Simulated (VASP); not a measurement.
Input:

```
LiBr
1.0
    0.00000     2.65459     2.65459
    2.65459     0.00000     2.65459
    2.65459     2.65459     0.00000
Li Br
1 1
Direct
  0.00000   0.00000   0.00000
  0.50000   0.50000   0.50000
```

Computed with LDA (Ceperley-Alder, Perdew-Zunger), VASP's LDA PAW potentials (set 64) (plane waves; VASP). Run with 520 eV cut-off, 9×9×9 Γ-centred mesh, Gaussian smearing of 0.010 eV, potentials Li_sv Br.

### Question
Give the electronic dielectric tensor ε∞ (DFPT, local fields included).

### Answer

```
3.69  0.00  0.00
0.00  3.69  0.00
0.00  0.00  3.69
```

### Question
Give the Born effective charges.

### Answer

```tsv
atom	Z*xx	Z*yy	Z*zz	mean
Li1	1.21	1.21	1.21	1.21
Br2	-1.21	-1.21	-1.21	-1.21
```

The compound is LiBr in the rock salt structure. It was relaxed first, which changed the volume by -10 %.
